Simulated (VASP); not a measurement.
**CdHg3Te4 (ordered alloy cell): computed properties**

Calculation: PBEsol GGA, VASP's PBE PAW potentials (set 64) (plane waves; VASP).

For CdHg3Te4, the space group is P-43m (215) and the cell is a = b = c = 6.506 Å, α = β = γ = 90.00°. The volume per atom comes out as 34.42 Å³/atom and the band gap (over mesh and band path) comes out as none (metal, semimetal or under 0.01 eV). The density comes out as 7.38 g/cm³.

Space group P-43m (No. 215); a = 6.5059 Å, b = 6.5059 Å, c = 6.5059 Å, α = 90.00°, β = 90.00°, γ = 90.00°

```tsv
atom	site	symmetry	x	y	z
Hg	3d	-42.m	0.0000	0.0000	0.5000
Te	4e	.3m	0.7498	0.7498	0.7498
Cd	1b	-43m	0.5000	0.5000	0.5000
```

Unless said otherwise, spin-orbit coupling is left out, though it shifts the bands of the heavy elements here.

The structure was generated: CdHg3Te4 was put into an ordered model structure (P-43m), which need not be its known phase. It was relaxed first. Symmetry was kept, so distortions that lower it aren't found.
